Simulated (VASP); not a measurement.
Level of theory: PBE GGA, VASP's PBE PAW potentials (set 64) (plane waves; VASP 6.6.1).

VASP ran on this input.

### POSCAR
```
KCl
4.5366560
  0.0000000000   0.7071067324   0.7071067324
  0.7071067324   0.0000000000   0.7071067324
  0.7071067324   0.7071067324   0.0000000000
K Cl
1 1
direct
  0.0000000000   0.0000000000   0.0000000000
  0.5000000000   0.5000000000   0.5000000000
```

KPOINTS:
```
Automatic mesh
0
Gamma
6 6 6
0 0 0
```

**INCAR**
```
SYSTEM = KCl
PREC = Accurate; ENCUT = 400; LREAL = .FALSE.
LASPH = .TRUE.
EDIFF = 1E-6; NELM = 100; ALGO = Normal
ISMEAR = 0; SIGMA = 0.05
GGA = PE
ISIF = 2
LWAVE = .FALSE.; LCHARG = .FALSE.
```

POTCAR, in this order: K_sv Cl (PBE.64 set). Program: vasp_std.

Estimate the energy per atom (σ→0), band gap (on the k-mesh).

```yaml
energy per atom (σ→0): -3.405 eV/atom
band gap (on the k-mesh): 4.99 eV
```

### OSZICAR
```
...
DAV:   7    -0.679546603545E+01    0.17134E-01   -0.13670E-01   484   0.218E+00    0.149E+00
DAV:   8    -0.680863039158E+01   -0.13164E-01   -0.21346E-02   512   0.120E+00    0.180E-01
DAV:   9    -0.680962045101E+01   -0.99006E-03   -0.16079E-03   496   0.268E-01    0.105E-01
DAV:  10    -0.681029756352E+01   -0.67711E-03   -0.66015E-04   412   0.203E-01    0.131E-02
DAV:  11    -0.681030973340E+01   -0.12170E-04   -0.23958E-05   532   0.343E-02    0.718E-03
DAV:  12    -0.681031298652E+01   -0.32531E-05   -0.59858E-06   468   0.176E-02    0.250E-03
DAV:  13    -0.681031317044E+01   -0.18391E-06   -0.62432E-07   376   0.667E-03
   1 F= -.68103132E+01 E0= -.68103132E+01  d E =-.775931E-16
```

The compound is KCl in the rock salt structure. The cell was not relaxed at this level.
